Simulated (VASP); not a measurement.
Output of a VASP run:

**OSZICAR**
```
       N       E                     dE             d eps       ncg     rms          rms(c)
DAV:   1     0.153088206248E+03    0.15309E+03   -0.11893E+04   512   0.136E+03
DAV:   2    -0.349166510039E+01   -0.15658E+03   -0.15254E+03   664   0.246E+02
DAV:   3    -0.126973422601E+02   -0.92057E+01   -0.91981E+01   760   0.650E+01
DAV:   4    -0.129195451266E+02   -0.22220E+00   -0.22216E+00   864   0.846E+00
DAV:   5    -0.129217588132E+02   -0.22137E-02   -0.22137E-02   744   0.700E-01    0.151E+01
DAV:   6    -0.126985421159E+02    0.22322E+00   -0.60556E-01   680   0.456E+00    0.950E+00
DAV:   7    -0.127239586190E+02   -0.25417E-01   -0.38858E-01   760   0.413E+00    0.150E+00
DAV:   8    -0.127285332950E+02   -0.45747E-02   -0.56105E-02   624   0.139E+00    0.275E-01
DAV:   9    -0.127312527959E+02   -0.27195E-02   -0.23940E-03   672   0.325E-01    0.106E-01
DAV:  10    -0.127327996500E+02   -0.15469E-02   -0.14305E-03   584   0.227E-01    0.359E-02
DAV:  11    -0.127329149152E+02   -0.11527E-03   -0.14269E-04   744   0.642E-02    0.360E-02
DAV:  12    -0.127329279507E+02   -0.13036E-04   -0.18682E-05   640   0.245E-02    0.926E-03
DAV:  13    -0.127329312384E+02   -0.32877E-05   -0.67045E-06   696   0.152E-02    0.340E-03
DAV:  14    -0.127329314049E+02   -0.16651E-06   -0.62021E-07   600   0.538E-03    0.319E-03
DAV:  15    -0.127329314044E+02    0.53433E-09   -0.32631E-08   584   0.135E-03
   1 F= -.12732931E+02 E0= -.12732931E+02  d E =-.197624E-17
```

### OUTCAR
```
------------------------ aborting loop because EDIFF is reached ----------------------------------------
  FORCE on cell =-STRESS in cart. coord.  units (eV):
  Direction    XX          YY          ZZ          XY          YZ          ZX
  --------------------------------------------------------------------------------------
  Total        0.5448029      0.5448029      0.5448029      0.0000000      0.0000000     -0.0000000
  in kB       10.5845401     10.5845401     10.5845401      0.0000000      0.0000000     -0.0000000
  external PRESSURE =      10.5845401 kB  Pullay stress =       0.0000000 kB
  volume of cell :       82.47
      direct lattice vectors                 reciprocal lattice vectors
     0.000000000  3.454745064  3.454745064    -0.144728479  0.144728479  0.144728479
     3.454745064  0.000000000  3.454745064     0.144728479 -0.144728479  0.144728479
     3.454745064  3.454745064  0.000000000     0.144728479  0.144728479 -0.144728479
 POSITION                                       TOTAL-FORCE (eV/Angst)
 -----------------------------------------------------------------------------------
      0.00000      0.00000      0.00000        -0.000000     -0.000000     -0.000000
      1.72737      1.72737      1.72737        -0.000000     -0.000000     -0.000000
      5.18212      5.18212      5.18212         0.000000      0.000000      0.000000
 -----------------------------------------------------------------------------------
    total drift:                                0.000000      0.000000      0.000000
  FREE ENERGIE OF THE ION-ELECTRON SYSTEM (eV)
  ---------------------------------------------------
  free  energy   TOTEN  =       -12.7329314044 eV

  energy  without entropy=      -12.7329314044  energy(sigma->0) =      -12.73293140
```
(Selected blocks of OUTCAR.)

**POSCAR**
```
SrCl2
1
    0.0000000000     3.4547450644     3.4547450644
    3.4547450644     0.0000000000     3.4547450644
    3.4547450644     3.4547450644     0.0000000000
Sr Cl
1 2
Direct
  0.0000000000   0.0000000000   0.0000000000
  0.2500000000   0.2500000000   0.2500000000
  0.7500000000   0.7500000000   0.7500000000
```

Q: Reconstruct the remaining input files.

A: Several could match; the one computed here: the input of the run itself, AM05 GGA, plane waves, VASP's PBE PAW potentials (set 64).

KPOINTS:
```
Automatic mesh
0
Gamma
6 6 6
0 0 0
```

### INCAR
```
# general
SYSTEM  = SrCl2
PREC    = Accurate
ENCUT   = 520
LREAL   = .False.
LASPH   = .True.

# electronic loop
EDIFF   = 1E-7
NELM    = 100
ALGO    = Normal
LMAXMIX = 4

# smearing
ISMEAR  = 0
SIGMA   = 0.05

# functional
GGA     = AM

# ions
ISIF    = 2

# output
LWAVE   = .False.
LCHARG  = .False.
```

POTCAR, in this order: Sr_sv Cl (PBE.64 set). Program: vasp_std.

The compound is SrCl2 in the fluorite structure. This cell is one point of a volume scan, at 0.97 of the reference volume.
